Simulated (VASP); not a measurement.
An input for Ansatz (written as the equivalent of a VASP run, and not itself run):

Ansatz 0.2 input:
```yaml
crystal:
  lattice:
    - [-1.4350000, 1.4350000, 1.4350000]
    - [1.4350000, -1.4350000, 1.4350000]
    - [1.4350000, 1.4350000, -1.4350000]
  atoms:
    - { symbol: Fe, position: [0.0000000, 0.0000000, 0.0000000], spin: 2.5 }
kpoints:
  mp_grid: { grid: [16, 16, 16] }
hamiltonian:
  xc: pbe
  pseudopotentials: { kind: paw }
magnetization: { spin_polarized: true }
scf:
  occupations: { method: methfessel_paxton, width: 0.1 }
  max_iter: 100
relax:
  max_steps: 60
  f_tol: 0.01
  cell: {}
output: { forces: true, stress: true, eigenvalues: true }
```

Problem. Write the VASP files for the same calculation (PBE).

Solution. This is not unique; one that fits is 
### INCAR
```
LORBIT = 10
LMAXMIX = 4   ! l cut-off of mixed one-centre charges
LCHARG = .FALSE.
LREAL = .FALSE.   ! projection in real space or not
LASPH = .TRUE.
PREC = Accurate
NSW = 60   ! most ionic steps
EDIFF = 1E-6   ! SCF stop (eV)
EDIFFG = -0.01   ! ionic stop
SIGMA = 0.1
ISIF = 3
MAGMOM = 2.5
NELM = 100
IBRION = 2   ! conjugate gradients
GGA = PE   ! PBE
LWAVE = .FALSE.
ENCUT = 480   ! plane-wave cut-off (eV)
ALGO = Normal   ! blocked Davidson
ISPIN = 2
ISMEAR = 1   ! Methfessel-Paxton
SYSTEM = Fe
```

File POSCAR:
```
Fe
1
   -1.4350000000     1.4350000000     1.4350000000
    1.4350000000    -1.4350000000     1.4350000000
    1.4350000000     1.4350000000    -1.4350000000
Fe
1
Direct
  0.0000000000   0.0000000000   0.0000000000
```

### KPOINTS
```
Automatic mesh
0
Gamma
16 16 16
0 0 0
```

POTCAR, in this order: Fe (PBE.64 set). Program: vasp_std.

The two are equivalent in intent, not identical: each code has its own PAW files, so the cut-off isn't converted (ENCUT is set for VASP's; basis.ecutwfc is left out, and Ansatz then takes the one that its files recommend); Ansatz stops its SCF on the density residual and VASP on the energy change (EDIFF).

The compound is Fe in the bcc structure. This run relaxes it. Symmetry was kept, so distortions that lower it aren't found.
